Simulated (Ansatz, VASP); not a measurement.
# Os4C: VASP beside Ansatz

```
Os C
1.0
     3.93849    0.00000    0.00000
     0.00000    3.93849    0.00000
     0.00000    0.00000    4.23645
Os C
4 1
Direct
  0.50000 0.00000 0.95983
  0.50000 0.50000 0.53710
  0.00000 0.50000 0.95983
  0.00000 0.00000 0.45875
  0.50000 0.50000 0.08513
```

Change from the starting cell: the structure that the rattled cell fell into.

Alike in both runs: task relaxation of cell and atoms; functional PBE; k mesh 4 × 4 × 4; occupations gaussian, width 0.1 eV; no spin polarisation.

|  | VASP | Ansatz |
| --- | --- | --- |
| version | VASP 6.6.1 | Ansatz 0.2.0 |
| potentials or method | VASP PAW PBE potentials, release 64 (Os, C) | scalar-relativistic, plane waves, PAW |
| plane-wave cutoff (eV) | 600 | 420 |
| valence electrons in the cell | 36 | 68 |

|  | VASP | Ansatz | Ansatz less VASP |
| --- | --- | --- | --- |
| gap on the k mesh at the Fermi level, each at its own relaxed structure (eV) | none | none | - |
| relaxed volume (Å³/atom) | 13.20 | 13.15 | -0.054 |
| relaxed cell length with the largest relative difference (Å) | 4.231 | 4.220 | -0.0110 |
| energy change over the relaxation (meV/atom) | -1 | -1 | +0.5 |

A gap of «none» marks a metal or a gap that the smearing closes. The two sets of potentials don't hold the same shells in valence.

Caveats: the k mesh is coarse (spacing up to 0.40 Å⁻¹), so the values aren't converged. Spin-orbit coupling is left out, which matters for the levels of Os.
